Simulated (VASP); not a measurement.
Input:

```
CELL_PARAMETERS angstrom
      2.80409     0.00000     0.00000
     -1.40204     2.42841     0.00000
      0.00000     0.00000     5.31518
ATOMIC_POSITIONS crystal
  N  0.00000 0.00000 0.00000
  W  0.33333 0.66667 0.26904
  W  0.66667 0.33333 0.73096
```

Calculation: PBEsol GGA, VASP's PBE PAW potentials (set 64) (plane waves; VASP). Run with 520 eV cut-off, 14×14×7 Γ-centred mesh, tetrahedra with Blöchl corrections, potentials N W_sv.

The cores are frozen, which limits the accuracy of field gradients.

Question: Give the principal components of the electric field gradient (V/Å²) and the asymmetry η at each nucleus.

Answer: 
```
atom    Vxx    Vyy   Vzz     η
----  -----  -----  ----  ----
N1      1.4    1.4  -2.8  0.00
W2    -29.8  -29.8  59.7  0.00
W3    -29.8  -29.8  59.7  0.00
```

The structure was generated: W2N was put into the CdI2 type (P-3m1), which need not be its known phase. It was relaxed first.
